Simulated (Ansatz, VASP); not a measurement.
One calculation of YW, two programs

The input INCAR:

```
PREC = Accurate
ENCUT = 520
EDIFF = 1E-6
ISMEAR = 0
SIGMA = 0.1
LREAL = False
LASPH = True
NELM = 80
ALGO = Normal
ISIF = 2
LWAVE = False
LCHARG = False
GGA = PE
NBANDS = 20
```

Contents of KPOINTS:

```
Automatic mesh
0
Gamma
  6 6 6
```

POSCAR

```
YW
1.0
    0.0000000000      2.7890690715      2.7890690715
    2.7890690715      0.0000000000      2.7890690715
    2.7890690715      2.7890690715      0.0000000000
Y W
1 1
Direct
    0.0000000000      0.0000000000      0.0000000000
    0.5000000000      0.5000000000      0.5000000000
```

Input for Ansatz:

```yaml
crystal:
  lattice:
    - [0.0, 2.7890690715, 2.7890690715]
    - [2.7890690715, 0.0, 2.7890690715]
    - [2.7890690715, 2.7890690715, 0.0]
  atoms:
    - { symbol: "Y", position: [0.0, 0.0, 0.0] }
    - { symbol: W, position: [0.5, 0.5, 0.5] }
basis:
  ecutwfc: 420
kpoints:
  mp_grid: { grid: [6, 6, 6] }
hamiltonian:
  xc: pbe
scf:
  occupations: { method: gaussian, width: 0.1 }
  lower_state_search: "off"
output:
  forces: true
  stress: true
  eigenvalues: true
```

Alike in both runs: task single point; functional PBE; k mesh 6 × 6 × 6; occupations gaussian, width 0.1 eV; no spin polarisation.

```csv
,VASP,Ansatz
version,VASP 6.6.1,Ansatz 0.2.0
potentials or method,"VASP PAW PBE potentials, release 64 (Y_sv, W_sv)","scalar-relativistic, plane waves, PAW"
plane-wave cutoff (eV),520,420
valence electrons in the cell,25,25
```

```csv
,VASP,Ansatz,Ansatz less VASP
gap on the k mesh at the Fermi level (eV),none,none,-
pressure (GPa),11.4,11.5,+0.05
```

A gap of «none» marks a metal or a gap that the smearing closes.

Spin-orbit coupling is left out, which matters for the levels of W.
